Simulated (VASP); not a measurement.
Data:

```yaml
crystal:
  lattice:
    - [0.00000, 2.83123, 2.83123]
    - [2.83123, 0.00000, 2.83123]
    - [2.83123, 2.83123, 0.00000]
  atoms:
    - { symbol: Be, position: [0.00000, 0.00000, 0.00000] }
    - { symbol: Te, position: [0.25000, 0.25000, 0.25000] }
```

Computed with r2SCAN meta-GGA, VASP's PBE PAW potentials (set 64) (plane waves; VASP 6.6.1). Numerical set-up: 400 eV cut-off, 7×7×7 Γ-centred mesh, Gaussian smearing of 0.050 eV, potentials Be Te.

Q: Predict the energy per atom (σ→0).

A: 
```json
{
 "energy per atom (σ→0)": "-15341 meV/atom"
}
```

Total energies compare only between runs with the same potentials, cut-off and functional.

The compound is BeTe in the zinc blende structure. It was relaxed first. The start is the result of an earlier pass.
